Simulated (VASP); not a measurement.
LiF (rock salt): computed properties

These are r2SCAN meta-GGA, VASP's PBE PAW potentials (set 64) (plane waves; VASP 6.6.1) values and carry that method's errors.

```
Property                                                                                                          Result
---------------------------------------------  -------------------------------------------------------------------------
space group                                                                                                  Fm-3m (225)
cell                                           a = 3.979 Å, b = 3.979 Å, c = 3.979 Å, α = 90.00°, β = 90.00°, γ = 90.00°
volume per atom                                                                                             7.88 Å³/atom
band gap (over mesh and band path)                                                                              10.63 eV
smallest direct gap (over mesh and band path)                                                                   10.63 eV
band-edge character                                                                                       direct, Γ to Γ
density                                                                                                       2.73 g/cm³
mean ε∞ (independent particles)                                                                                     1.95
```

LiF is taken in the cubic space group Fm-3m (No. 225), the rock salt structure, Pearson symbol cF8. Lattice parameters: a = 3.9793 Å, b = 3.9793 Å, c = 3.9793 Å, α = 90.00°, β = 90.00°, γ = 90.00°. Li on 4a sees 6 F at 1.990 Å (octahedral). F on 4b has 6 Li at 1.990 Å (octahedral). (Neighbours: up to the widest gap in distance over summed covalent radii, below 1.35, at either atom; cation-cation and far metal-metal contacts left out.)
(The calculation used a cell of 2 atoms; values per cell refer to that cell.)

Measured: gap 15.35 eV (computed value off by -4.72 eV), as given by Wei Chen et al., Physical Review Materials (2018), doi:10.1103/physrevmaterials.2.073803 [zero-point renormalisation of 1.15 eV added back (the table's ZPR column)].

The compound is LiF in the rock salt structure. It was relaxed first. Symmetry was kept, so distortions that lower it aren't found.
